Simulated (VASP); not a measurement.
# FeC23 (a cell with a defect) in VASP: a series of runs

One crystal, FeC23 (a cell with a defect), is run at these levels: PBEsol+U; tasks: single point.

Program: VASP 6.6.1. These are calculated values, not measurements. Logs are shortened: lines on timing, memory, paths and dates and some standing lists are left out, and cuts for length are marked.

### Step 1. The crystal as given

The cell holds a defect, 24 atoms: a = 7.566 Å, b = 5.044 Å, c = 5.044 Å, α = 60.00°, β = 60.00°, γ = 60.00°.

### Step 2. Single point, PBEsol+U, collinear spin, zero start

INCAR

```
PREC     = Accurate       # precision mode
ENCUT    = 450            # plane-wave cutoff, eV
EDIFF    = 1E-5           # SCF threshold, eV
ISMEAR   = 0              # smearing method
SIGMA    = 0.03           # smearing width, eV
LREAL    = Auto         
LASPH    = True           # aspherical terms in the spheres
NELM     = 120            # most SCF steps
ALGO     = Normal         # electronic algorithm
ISIF     = 2              # what is computed and relaxed
LWAVE    = False          # write WAVECAR
LCHARG   = False          # write CHGCAR
ISPIN    = 2              # spin polarisation
MAGMOM   = 0 0 0 0 0 0 0 0 0 0 0 0 0 0 0 0 0 0 0 0 0 0 0 0 # initial moments
LORBIT   = 11             # projections on sites
NUPDOWN  = 0              # fixed moment
LMAXMIX  = 4              # l up to which the mixer works
LDAU     = True           # DFT+U
LDAUTYPE = 2            
LDAUL    = 2 -1           # shell
LDAUU    = 6 0            # U, eV
LDAUJ    = 0 0          
LDAUPRINT= 1            
GGA      = PS             # functional
ISYM     = 0            
KPAR     = 4
```

KPOINTS

```
Automatic mesh
0
Gamma
  3 4 4
```

POSCAR

```
FeC23                                   
1.0
    0.0000000000      5.3503200000      5.3503200000
    3.5668800000      0.0000000000      3.5668800000
    3.5668800000      3.5668800000      0.0000000000
  Fe              C             
     1    23
Direct
     0.9976799827112106    0.0018150122317647    0.0006278119634721
     0.0002424015551057    0.0013521445096941    0.4982912493461959
     0.0002584200095290    0.5003539995832463    0.9992499588396199
     0.0003480568729515    0.5004321882857481    0.4988139179314873
     0.3332053582132158    0.0031523198981733    0.0011935760981219
     0.3375356787609389    0.0005430901148272    0.4927581587688158
     0.3375527867663108    0.4946544343801902    0.9985602862113313
     0.3320030069632701    0.5019853268424929    0.4999916782955154
     0.6660364380699787    0.0002501013464232    0.9980328402731031
     0.6606033630469329    0.0033232120581943    0.5049242415688047
     0.6606644248979497    0.5069485518228730    0.0012341541197640
     0.6668025078135161    0.5010354087739465    0.4987606456570990
     0.0919720365225041    0.1371808671207949    0.1351425724275252
     0.0936049013369549    0.1355345961084944    0.5885291019936231
     0.0936906833560122    0.5898248198624712    0.1339667923318538
     0.0838527298950512    0.6258592993036052    0.6238070365459951
     0.4235333121688875    0.1208223009564642    0.1188241135893094
     0.4128696724539608    0.1271835908674726    0.6289685680403767
     0.4128951795211047    0.6309389212066765    0.1251842088671813
     0.4172828066652935    0.6252699530248029    0.6231837508890448
     0.7188012310774585    0.1423904953621082    0.1403489019878222
     0.7500882273802174    0.1272202416832256    0.6233389754590769
     0.7501746713840461    0.6255420467758674    0.1249180004792755
     0.7482371225575795    0.6266980778804413    0.6246544583155873
```

Potentials or basis: VASP PAW PBE potentials, release 64 (Fe, C).

Run with:

```
$ cat potpaw_PBE.64/Fe/POTCAR potpaw_PBE.64/C/POTCAR > POTCAR
$ mpirun -np 4 vasp_std > vasp.out
```

OUTCAR:

```text
PREC = Accurate
   ENCUT = 450
   EDIFF = 1E-5
   ISMEAR = 0
   LREAL = Auto
   LASPH = True
   NELM = 120
   ISIF = 2
   ISPIN = 2
   LORBIT = 11
   NUPDOWN = 0
   GGA = PS
   ISYM = 0

 ion  position               nearest neighbor table
   1  0.998  0.002  0.001-  13 1.69  15 1.70  14 1.70  21 1.72   2 2.52   9 2.52   3 2.52   4 2.52
                             3 2.52   4 2.52   2 2.53   5 2.54  10 2.55  11 2.55   7 2.56   6 2.57
   2  0.000  0.001  0.498-  13 1.50  14 1.51  22 1.55  16 1.55   1 2.52   1 2.53
   3  0.000  0.500  0.999-  13 1.50  15 1.51  23 1.55  16 1.55   1 2.52   1 2.52
   4  0.000  0.500  0.499-  15 1.51  14 1.51  16 1.55  24 1.56   1 2.52   1 2.52
   5  0.333  0.003  0.001-  13 1.49  17 1.53  19 1.53  18 1.53   1 2.54
   6  0.338  0.001  0.493-  14 1.51  17 1.54  20 1.55  18 1.55   1 2.57
   7  0.338  0.495  0.999-  15 1.51  17 1.54  20 1.55  19 1.55   1 2.56
   8  0.332  0.502  0.500-  16 1.53  20 1.54  18 1.54  19 1.54
   9  0.666  0.000  0.998-  17 1.50  21 1.51  22 1.54  23 1.54   1 2.52
  10  0.661  0.003  0.505-  21 1.51  18 1.53  22 1.55  24 1.55   1 2.55
  11  0.661  0.507  0.001-  21 1.51  19 1.53  24 1.55  23 1.55   1 2.55
  12  0.667  0.501  0.499-  24 1.54  22 1.54  23 1.54  20 1.54
  13  0.092  0.137  0.135-   5 1.49   2 1.50   3 1.50   1 1.69
  14  0.094  0.136  0.589-   2 1.51   4 1.51   6 1.51   1 1.70
  15  0.094  0.590  0.134-   3 1.51   4 1.51   7 1.51   1 1.70
  16  0.084  0.626  0.624-   8 1.53   3 1.55   2 1.55   4 1.55
  17  0.424  0.121  0.119-   9 1.50   5 1.53   7 1.54   6 1.54
  18  0.413  0.127  0.629-  10 1.53   5 1.53   8 1.54   6 1.55
  19  0.413  0.631  0.125-  11 1.53   5 1.53   8 1.54   7 1.55
  20  0.417  0.625  0.623-  12 1.54   8 1.54   6 1.55   7 1.55
  21  0.719  0.142  0.140-   9 1.51  11 1.51  10 1.51   1 1.72
  22  0.750  0.127  0.623-  12 1.54   9 1.54   2 1.55  10 1.55
  23  0.750  0.626  0.125-  12 1.54   9 1.54   3 1.55  11 1.55
  24  0.748  0.627  0.625-  12 1.54  11 1.55  10 1.55   4 1.56

IMPORTANT INFORMATION: All symmetrisations will be switched off!
NOSYMM: (Re-)initialisation of all symmetry stuff for point group C_1.

----------------------------------------------------------------------------------------

                                     Primitive cell

  volume of cell :     136.1403

  direct lattice vectors                    reciprocal lattice vectors
     0.000000000  5.350320000  5.350320000    -0.093452354  0.093452354  0.093452354
     3.566880000  0.000000000  3.566880000     0.140178531 -0.140178531  0.140178531
     3.566880000  3.566880000  0.000000000     0.140178531  0.140178531 -0.140178531

  length of vectors
     7.566495107  5.044330071  5.044330071     0.161864226  0.242796338  0.242796338

  position of ions in fractional coordinates (direct lattice)
     0.997679983  0.001815012  0.000627812
     0.000242402  0.001352145  0.498291249
     0.000258420  0.500354000  0.999249959
     0.000348057  0.500432188  0.498813918
     0.333205358  0.003152320  0.001193576
     0.337535679  0.000543090  0.492758159
[... 16 lines left out ...]
     0.750174671  0.625542047  0.124918000
     0.748237123  0.626698078  0.624654458

  ion indices of the primitive-cell ions
   primitive index   ion index
                 1           1
                 2           2
                 3           3
                 4           4
                 5           5
                 6           6
[... 16 lines left out ...]
                23          23
                24          24

----------------------------------------------------------------------------------------

 KPOINTS: Automatic mesh

Automatic generation of k-mesh.
 Grid dimensions read from file:
 generate k-points for:    3    4    4

 Generating k-lattice:

  Cartesian coordinates                     Fractional coordinates (reciprocal lattice)
    -0.031150785  0.031150785  0.031150785     0.333333333  0.000000000  0.000000000
     0.035044633 -0.035044633  0.035044633     0.000000000  0.250000000  0.000000000
[... 105 lines left out ...]
 LDA+U is selected, type is set to LDAUTYPE =  2
   angular momentum for each species LDAUL =     2   -1
   U (eV)           for each species LDAUU =   6.0  0.0
   J (eV)           for each species LDAUJ =   0.0  0.0
   GGA     = PS    functional components
   LHFCALC =     F    Hartree Fock is set to
   AEXX    =    0.0000 exact exchange contribution
   IVDW    =     0    specifies the selected vdW correction
   LEPSILON=     F    determine dielectric tensor
   LRPA    =     F    only Hartree local field effects (RPA)
 spin polarized calculation
 Gauss-broadening in eV      SIGMA  =   0.03
  energy-cutoff  :      450.00
  volume of cell :      136.14
 maximum number of plane-waves:      2968
 NGX is ok and might be reduce to    54
   NGX = 27   NGY = 17   NGZ = 17

 number of electron     100.0000012 magnetization      -0.0000000

atom =   1  type =  1  l = 2

 onsite density matrix

spin component  1

  0.6487  0.0167 -0.0091 -0.0122  0.0018
  0.0167  0.6412 -0.0033  0.0164  0.0057
 -0.0091 -0.0033  0.9584  0.0021 -0.0003
 -0.0122  0.0164  0.0021  0.6487  0.0082
  0.0018  0.0057 -0.0003  0.0082  0.9588

spin component  2

  0.6488  0.0167 -0.0091 -0.0122  0.0018
  0.0167  0.6412 -0.0033  0.0164  0.0057
 -0.0091 -0.0033  0.9584  0.0021 -0.0003
 -0.0122  0.0164  0.0021  0.6487  0.0082
  0.0018  0.0057 -0.0003  0.0082  0.9588

 occupancies and eigenvectors

  o =  0.6153  v =  0.5264 -0.6700  0.0044  0.5234 -0.0041  0.0000  0.0000  0.0000  0.0000  0.0000      0.0000  0.0000  0.0000  0.0000  0.0000  0.0000  0.0000  0.0000  0.0000  0.0000
  o =  0.6153  v =  0.0000  0.0000  0.0000  0.0000  0.0000  0.5265 -0.6700  0.0044  0.5234 -0.0041      0.0000  0.0000  0.0000  0.0000  0.0000  0.0000  0.0000  0.0000  0.0000  0.0000
  o =  0.6606  v =  0.6602 -0.0653  0.0248 -0.7477  0.0179  0.0000  0.0000  0.0000  0.0000  0.0000      0.0000  0.0000  0.0000  0.0000  0.0000  0.0000  0.0000  0.0000  0.0000  0.0000
  o =  0.6606  v =  0.0000  0.0000  0.0000  0.0000  0.0000  0.6604 -0.0649  0.0248 -0.7475  0.0179      0.0000  0.0000  0.0000  0.0000  0.0000  0.0000  0.0000  0.0000  0.0000  0.0000
  o =  0.6621  v = -0.5349 -0.7392 -0.0217 -0.4077  0.0287  0.0000  0.0000  0.0000  0.0000  0.0000      0.0000  0.0000  0.0000  0.0000  0.0000  0.0000  0.0000  0.0000  0.0000  0.0000
  o =  0.6621  v =  0.0000  0.0000  0.0000  0.0000  0.0000 -0.5345 -0.7392 -0.0217 -0.4081  0.0287      0.0000  0.0000  0.0000  0.0000  0.0000  0.0000  0.0000  0.0000  0.0000  0.0000
  o =  0.9585  v = -0.0234 -0.0001  0.8657  0.0200  0.4996  0.0000  0.0000  0.0000  0.0000  0.0000      0.0000  0.0000  0.0000  0.0000  0.0000  0.0000  0.0000  0.0000  0.0000  0.0000
  o =  0.9585  v =  0.0000  0.0000  0.0000  0.0000  0.0000 -0.0234 -0.0002  0.8664  0.0200  0.4983      0.0000  0.0000  0.0000  0.0000  0.0000  0.0000  0.0000  0.0000  0.0000  0.0000
  o =  0.9594  v =  0.0201  0.0228 -0.4994  0.0199  0.8656  0.0000  0.0000  0.0000  0.0000  0.0000      0.0000  0.0000  0.0000  0.0000  0.0000  0.0000  0.0000  0.0000  0.0000  0.0000
  o =  0.9594  v =  0.0000  0.0000  0.0000  0.0000  0.0000  0.0201  0.0227 -0.4982  0.0200  0.8663      0.0000  0.0000  0.0000  0.0000  0.0000  0.0000  0.0000  0.0000  0.0000  0.0000

 number of electron     100.0000012 magnetization       0.0000000

 Free energy of the ion-electron system (eV)
  ---------------------------------------------------
  ext. energy  EPLUGINS =         0.00000000
  ---------------------------------------------------
  free energy    TOTEN  =      -218.77522496 eV

  energy without entropy =     -218.77522496  energy(sigma->0) =     -218.77522496

 E-fermi :   9.8488     XC(G=0): -13.6101

 val. band max:        9.6870474432   @ k =   0.3333  -0.2500   0.2500
 cond. band min:      12.1934206228   @ k =   0.0000   0.5000   0.0000
 fundamental gap:      2.5063731796
 Fermi energy:         9.8487562078

 spin component 1

 k-point     1 :       0.0000    0.0000    0.0000
  band No.  band energies     occupation
      1     -11.7292      1.00000
      2      -8.8308      1.00000
      3      -8.5898      1.00000
      4      -6.2584      1.00000
      5      -6.1166      1.00000
      6      -6.0833      1.00000
[... 3113 lines left out ...]
     61      17.4538      0.00000
     62      17.6925      0.00000

 [... further k-points ...]

 [bands above 62 left out]

------------------------ aborting loop because EDIFF is reached ----------------------------------------

  FORCE on cell =-STRESS in cart. coord.  units (eV):
  Direction    XX          YY          ZZ          XY          YZ          ZX
  --------------------------------------------------------------------------------------
  -------------------------------------------------------------------------------------
  Total       16.1812624     15.6366674     15.6303252     -0.9563200      0.8009620     -0.9331204
  in kB      190.4303798    184.0212726    183.9466344    -11.2545220      9.4261808    -10.9814957
  external PRESSURE =     186.1327622 kB  Pullay stress =       0.0000000 kB

 VOLUME and BASIS-vectors are now :
 -----------------------------------------------------------------------------
  energy-cutoff  :      450.00
  volume of cell :      136.14
      direct lattice vectors                 reciprocal lattice vectors
     0.000000000  5.350320000  5.350320000    -0.093452354  0.093452354  0.093452354
     3.566880000  0.000000000  3.566880000     0.140178531 -0.140178531  0.140178531
     3.566880000  3.566880000  0.000000000     0.140178531  0.140178531 -0.140178531

 POSITION                                       TOTAL-FORCE (eV/Angst)
 -----------------------------------------------------------------------------------
      0.00871      5.34015      5.34438        -0.022429      0.042524      0.067569
      1.78217      1.77864      0.00612         0.011331      0.004727     -0.005208
      5.34891      3.56559      1.78609         0.007473      0.001249     -0.002739
      3.56419      1.78107      1.78684         0.001316     -0.003601      0.009057
      0.01550      1.78701      1.79400         0.011866     -0.030417     -0.024146
      1.75955      3.56353      1.80786         0.021257     -0.011076     -0.029757
[... 16 lines left out ...]
      2.67680      4.45924      6.24491         0.019655     -0.002522     -0.015826
      4.46342      6.23138      6.23866        -0.006655     -0.000102     -0.002808
 -----------------------------------------------------------------------------------
    total drift:                                0.002239     -0.001214     -0.004505

  FREE ENERGIE OF THE ION-ELECTRON SYSTEM (eV)
  ---------------------------------------------------
  free  energy   TOTEN  =      -218.7752249557 eV

  energy  without entropy=     -218.7752249557  energy(sigma->0) =     -218.77522496

 total charge

# of ion       s       p       d       tot
------------------------------------------
    1        0.809   0.775   7.633   9.217
    2        0.834   1.765   0.000   2.599
    3        0.834   1.766   0.000   2.600
    4        0.832   1.754   0.000   2.586
    5        0.835   1.778   0.000   2.613
    6        0.831   1.751   0.000   2.582
[... 16 lines left out ...]
   23        0.828   1.737   0.000   2.565
   24        0.826   1.728   0.000   2.554
--------------------------------------------------
tot         20.020  41.251   7.633  68.904

 magnetization (x)

# of ion       s       p       d       tot
------------------------------------------
    1        0.000   0.000  -0.000  -0.000
    2        0.000   0.000   0.000   0.000
    3        0.000   0.000   0.000   0.000
    4        0.000   0.000   0.000   0.000
    5       -0.000   0.000   0.000   0.000
    6       -0.000   0.000   0.000   0.000
[... 16 lines left out ...]
   23        0.000  -0.000   0.000  -0.000
   24        0.000  -0.000   0.000  -0.000
--------------------------------------------------
tot          0.000   0.000  -0.000  -0.000
```

Run time: 5.5 min. Hardware: 4 MPI ranks of AMD EPYC 7R13 (Zen 3), shared host; peak memory 0.41 GiB.

Results:

```
Free energy                                           : -218.7752 eV
Largest force                                         : 0.322 eV/Å
Net moment                                            : 0.00 μB per cell
Valence electrons inside the program's atomic spheres : Fe 9.22; C 2.60, 2.59, 2.61, 2.58, 2.67, 2.65, 2.56, 2.57, 2.55
```

Forces in eV/Å, atoms in the order of the input:
```
Fe  -0.022  0.043  0.068
C    0.011  0.005 -0.005
C    0.007  0.001 -0.003
C    0.001 -0.004  0.009
C    0.012 -0.030 -0.024
C    0.021 -0.011 -0.030
C    0.024 -0.025 -0.001
C   -0.002 -0.003  0.003
C   -0.004  0.033  0.026
C   -0.033 -0.004  0.032
C   -0.030  0.024 -0.007
C   -0.022  0.009 -0.004
C   -0.190 -0.180 -0.187
C    0.169  0.173 -0.161
C    0.178 -0.172  0.188
C   -0.004  0.007  0.000
C   -0.002 -0.011 -0.017
C    0.001  0.009 -0.009
C    0.000 -0.008  0.005
C    0.006  0.002 -0.005
C   -0.146  0.143  0.144
C    0.009  0.004 -0.003
C    0.020 -0.003 -0.016
C   -0.007  0.000 -0.003
```

Eigenvalues of the final occupation matrices:
| site | spin | trace | eigenvalues |
| --- | --- | --- | --- |
| site 1 d | 1 | 3.86 | 0.62 0.66 0.66 0.96 0.96 |
| site 1 d | 2 | 3.86 | 0.62 0.66 0.66 0.96 0.96 |

Caveat: the k mesh is coarse (spacing up to 0.38 Å⁻¹), so the values aren't converged; the cutoff is under 1.25 times the usual one of these potentials, so pressure, stress and relaxed cells hold a basis-set (Pulay) error; the PAW data sets were made with another functional, which shifts forces and pressure a little; the total moment is fixed, so each spin has its own Fermi level; the U is typed as a test and isn't derived for this compound. The state reached can hang on the start; a lower one may exist.

(Continued in part 2 of 3.)
